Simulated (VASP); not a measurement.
Data:

```
CELL_PARAMETERS angstrom
      0.00000     2.69946     2.69946
      2.69946     0.00000     2.69946
      2.69946     2.69946     0.00000
ATOMIC_POSITIONS crystal
  Si 0.25000 0.25000 0.25000
  Si 0.75000 0.75000 0.75000
  Ni 0.00000 0.00000 0.00000
```

All values below come from PBEsol GGA, VASP's PBE PAW potentials (set 64) (plane waves; VASP 6.6.1). Run with 520 eV cut-off, Gaussian smearing of 0.050 eV, potentials Si Ni.

Task: What does the run give for the band gap (along the path) with the smallest direct gap where there is one?

Result: 
The band gap (along the path) is none (metal, semimetal or under 0.01 eV).

The compound is NiSi2 in the fluorite structure. It was relaxed first. The run is not spin-polarised, so no magnetic state was tried.
